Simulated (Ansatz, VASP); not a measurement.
## AgCl: VASP beside Ansatz

Aim: how closely do two programs agree when they are given the same cell, functional and k mesh? The cell is taken from a series of runs on this material, whose earlier steps may have relaxed, scaled, displaced or heated it; both programs get it as it stands.

Method: plane waves, with VASP 6.6.1 beside it; PBE, in Ansatz 0.2.0.

## 1. Starting point

Symmetry: Fm-3m, No. 225, cubic system. Conventional cell: a = 5.545 Å, b = 5.545 Å, c = 5.545 Å, α = 90.00°, β = 90.00°, γ = 90.00°. Nearest to Ag lie 6 Cl at 2.77 Å. Nearest to Cl lie 6 Ag at 2.77 Å. Farther neighbours and most contacts between anions are not listed.

## 2. Ansatz: dielectric response, PBE

Ansatz runs on its default PAW (the set named soft_2) files.

The response to a field tests empty states and converges slowly with the mesh.

input.yaml reads:

```yaml
crystal:
  lattice:
    - [0.0, 2.7726629968, 2.7726629968]
    - [2.7726629968, 0.0, 2.7726629968]
    - [2.7726629968, 2.7726629968, 0.0]
  atoms:
    - { symbol: Ag, position: [0.0, 0.0, 0.0] }
    - { symbol: Cl, position: [0.5, 0.5, 0.5] }
kpoints:
  mp_grid: { grid: [6, 6, 6] }
hamiltonian:
  xc: pbe
scf:
  occupations: { method: fixed }
dielectric: {}
```

Command:

```
ansatz run input.yaml --threads 8 --pin off --max-ram 14745MiB --backend cpu --events-out ev --progress --plain --runs-dir out
```

Numbers of over 12 decimals in the logs are rounded to 6 here.

The program printed:

```text
Engine: ansatz 0.2.0, aarch64-unknown-linux-gnu
Pseudopotentials: kind: paw
Pseudopotential: Ag, paw, valence charge 19, recommended cutoff 420 eV (normal), Ag.paw.azcp
Pseudopotential: Cl, paw, valence charge 7, recommended cutoff 420 eV (normal), Cl.paw.azcp
Functional definition: PBE
  parameter kappa = 0.804
  parameter beta = 0.066725
  exchange = pbe_x(kappa = kappa, mu = beta*pi^2/3)
  correlation = pbe_c(beta = beta)
Crystal: 2 atoms, lattice volume = 42.631 Å³
Basis set: ecut = 420 eV, 869 PW (Γ), exchange–correlation on 54×54×54 points (8 copies of the dense FFT grid, shifted against one another)
Bands: 17, of which v1, the nominal top of the filled ones, is band 13 counted from 1 (12 counted from 0)
Symmetry: 48 space group operations
k-points: 30 of 216 (irreducible under 8 space group operations, time reversal used)
Non-local potential: Ag, projectors of the file, l = 0: 3, l = 1: 2, l = 2: 2, l = 3: 1
Non-local potential: Cl, projectors of the file, l = 0: 2, l = 1: 2, l = 2: 2
PAW form: soft (Blöchl's): semilocal exchange-correlation on the pseudo side does not see the compensation charge
PAW one-centre angular grid: Ag, 590 points (default); XC on 64 Gauss nodes
PAW one-centre angular grid: Cl, 110 points (default); XC on 64 Gauss nodes
Initial density: superposition of atomic densities (neutral atoms: chi_scale 0, normalization atom), corrected by the library's trained network
Initial wavefunctions: pseudopotential atomic-orbital guess
Functional: x = pbe(κ = 0.804, μ = 0.219515), c = pbe(β = 0.066725)
SCF iter   1: F=—  HF=-8670.889748 eV  |F-HF|=—  |Δ(HF+E_count)|=         —  Δρ=5.68e-4  dr2=8.47e-5  ethr=1.77e-3  ⟨swp⟩=4.8  Hψ=2111  notcnv=0  defer=54
preconditioner: auto → none  [insulator: Δε(μ)=0.906 eV  Ē_g=10.938 eV  n_scr=14 (ndim 8)  ℏωp=24.1 eV  f_vac=0.036  ε∞_Penn≈5.9]
SCF iter   2: F=—  HF=-8670.890424 eV  |F-HF|=—  |Δ(HF+E_count)|=   6.76e-4  Δρ=2.28e-4  dr2=1.43e-5  ethr=3.26e-7  ⟨swp⟩=3.0  Hψ=1342  notcnv=0  defer=58
SCF iter   3: F=—  HF=-8670.890437 eV  |F-HF|=—  |Δ(HF+E_count)|=   1.33e-5  Δρ=1.27e-4  dr2=2.59e-6  ethr=5.49e-8  ⟨swp⟩=2.0  Hψ=755  notcnv=0  defer=20
SCF iter   4: F=—  HF=-8670.890458 eV  |F-HF|=—  |Δ(HF+E_count)|=   2.12e-5  Δρ=4.35e-5  dr2=2.93e-7  ethr=9.97e-9  ⟨swp⟩=2.1  Hψ=750  notcnv=0  defer=2
SCF iter   5: F=—  HF=-8670.890459 eV  |F-HF|=—  |Δ(HF+E_count)|=   1.16e-6  Δρ=9.21e-6  dr2=1.30e-8  ethr=1.13e-9  ⟨swp⟩=2.0  Hψ=778  notcnv=0  defer=2
SCF iter   6: F=—  HF=-8670.890460 eV  |F-HF|=—  |Δ(HF+E_count)|=   8.50e-8  Δρ=1.24e-5  dr2=5.48e-8  ethr=5.01e-11  ⟨swp⟩=2.0  Hψ=900  notcnv=0  defer=2
SCF iter   7: F=—  HF=-8670.890460 eV  |F-HF|=—  |Δ(HF+E_count)|=   1.36e-8  Δρ=1.95e-6  dr2=1.35e-9  ethr=5.01e-11  ⟨swp⟩=2.0  Hψ=900  notcnv=0  defer=2
SCF iter   8: F=-8670.890460 eV  HF=-8670.890460 eV  |F-HF|=1.27e-11  |Δ(HF+E_count)|=  3.06e-10  Δρ=2.48e-7  dr2=2.11e-11  ethr=1.00e-12  ⟨swp⟩=3.8  Hψ=2111  notcnv=0
SCF 1 converged in 8 iterations: F = -8670.890460 eV  dr2 = 2.11e-11
  greatest PAW one-centre occupation: 1.000 electrons in one spin orbital (limit 2), on the Ag atom at site 0 (counted from 0), in its partial waves of l = 0
NSCF: frozen V_eff on 2 k-points
DFPT response loops at Γ: preconditioner auto → none (the input reference at scf.mixing.eps_inf says where Resta's filter doesn't serve); β = 0.50; Broyden in place of MSR1
── the response to a field inside a basis, on 6×6×6 k-points: an SCF that follows is theirs, and a resumed run solves both again ──
Bands: 14, of which v1, the nominal top of the filled ones, is band 13 counted from 1 (12 counted from 0)
k-points: 28 of 216 (irreducible under 12 space group operations)
Initial density: handed on by an earlier stage of this run
Initial wavefunctions: pseudopotential atomic-orbital guess (no wavefunctions were taken with the density)
Eigensolver: Dense (28 Hₖ)
SCF iter   1: F=—  HF=-8670.886958 eV  |F-HF|=—  |Δ(HF+E_count)|=         —  Δρ=3.71e-4  dr2=7.14e-6  ethr=1.00e-1
preconditioner: auto → none  [insulator: Δε(μ)=1.360 eV  Ē_g=7.828 eV  n_scr=14 (ndim 8)  ℏωp=24.1 eV  f_vac=0.036  ε∞_Penn≈10.5]
SCF iter   2: F=—  HF=-8670.886968 eV  |F-HF|=—  |Δ(HF+E_count)|=   9.78e-6  Δρ=1.86e-4  dr2=2.49e-6  ethr=2.75e-8
SCF iter   3: F=—  HF=-8670.886972 eV  |F-HF|=—  |Δ(HF+E_count)|=   4.11e-6  Δρ=6.77e-5  dr2=1.08e-6  ethr=9.58e-9
SCF iter   4: F=-8670.886972 eV  HF=-8670.886972 eV  |F-HF|=1.80e-8  |Δ(HF+E_count)|=   7.59e-8  Δρ=1.24e-5  dr2=4.21e-8  ethr=4.17e-9
SCF 1 converged in 4 iterations: F = -8670.886972 eV  dr2 = 4.21e-8
DFPT response loops at Γ: mixed as the last ones told, above
SCF converged after 8 iterations
Free energy (F): -8670.890460 eV
Harris-Foulkes:  -8670.890460 eV  (|F-HF|=1.27e-11)
Internal energy: -8670.890460 eV  (E = F + TS)
E sigma→0 (E₀):  -8670.890460 eV
Fermi energy:    8.112557 eV
--- Per-component energies (eV) ---
  E_band       = -358.260285
  E_kinetic    = 689.411056
  E_local      = -3209.800114  (includes V_loc(G=0)·N_el)
  E_nonlocal   = 112.625223
  E_hartree    = 1408.805239
  E_xc         = -290.095078
  E_vxc        = -354.328413  (∫ρ·V_xc dr)
  E_paw        = -4564.836952  (= ΣΔE_a)
  E_vpaw       = -413.779236  (= ΣTr[D̂ρ^β])
  E_aug_tail   = 0.000409  (compensation charges beyond the density's cutoff)
  E_ewald      = -2817.000242
  E_smearing   = -0.000000  (= −TS)
  E_closure    = -0.000000  (closes the sum)
  Σ components = -8670.890460   (vs F -8670.890460, Δ=0.00e0)
--- Band table (eV; the first three rows and the last of 30) ---
  k-point 0: bands = [... 9 lower, 5.7094, 5.7924, 5.7924, 5.7924, 9.0237, 18.8090, 18.8090, 18.8090]
  k-point 1: bands = [... 9 lower, 5.7594, 6.0032, 6.8146, 6.8146, 10.1610, 16.9456, 18.1409, 18.1409]
  k-point 2: bands = [... 9 lower, 5.9408, 6.2200, 7.7275, 7.7275, 11.8053, 15.1227, 16.4373, 16.4373]
  k-point 29: bands = [... 9 lower, 6.1473, 6.1548, 6.1788, 6.8048, 11.6790, 15.8847, 16.2725, 17.0214]
--- Dielectric response (ions clamped): 3 representative field directions + reference, inside a basis on a mesh of 216 k-points (Σ response iterations 15) ---
  ε∞ (high-frequency dielectric tensor):
        5.098213     0.000000    -0.000000
        0.000000     5.098213     0.000000
       -0.000000     0.000000     5.098213
  Born effective charges Z* (e; rows j = field, columns β = displacement):
    site 0:
         1.44160    0.00000    0.00000
        -0.00000    1.44160    0.00000
         0.00000    0.00000    1.44160
    site 1:
        -1.44160   -0.00000   -0.00000
         0.00000   -1.44160   -0.00000
        -0.00000   -0.00000   -1.44160
  Z* charge neutrality: 7.323e-4 e pre-enforcement
  solved inside a basis spanned on kpoints, on 6×6×6 k-points, its susceptibility summed on 10×10×10: ε∞ is read to err by 1.3e-2, Z* by 2.0e-2 e (field_mesh: kpoints solves on kpoints); Z* is corrected for what the basis lacks
```

(Part 1 of 2 ends here.)

[Lines on the potential files, build, host, timing and source positions are cut from VASP's logs without a mark.]

[Logs are printed without paths, hosts, clocks, repeated set-up lines and the standing remarks that a program may print on its own settings, such as how far it seeks lower states.]

[Hosts, paths, dates, database ids (printed as entryN), source tags and the programs' standing remarks are cut or masked in the printed files.]
